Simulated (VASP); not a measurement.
Energy against volume of TiC (rock salt). Method: LDA (Ceperley-Alder, Perdew-Zunger), VASP's LDA PAW potentials (set 64) (plane waves; VASP). Settings: 520 eV cut-off, 15×15×15 Γ-centred mesh, first-order Methfessel-Paxton smearing of 0.10 eV, potentials Ti_sv C.

| V (Å³/atom) | E (eV/atom) |
|---|---|
| 9.401 | -10.26101 |
| 9.692 | -10.26923 |
| 9.983 | -10.26217 |
| 10.273 | -10.24196 |

Fit these four points and predict the energy of the run at 9.110 Å³/atom.

A cubic in V^(−2/3), the third-order Birch-Murnaghan form, passes through the four points with V0 = 9.70 Å³/atom and B0 = 279 GPa, and gives -10.2352 eV/atom there. The run gave -10.2350 eV/atom, +0.2 meV/atom from the fit; all five points give B0 = 280 GPa.

The compound is TiC in the rock salt structure. It was relaxed first.
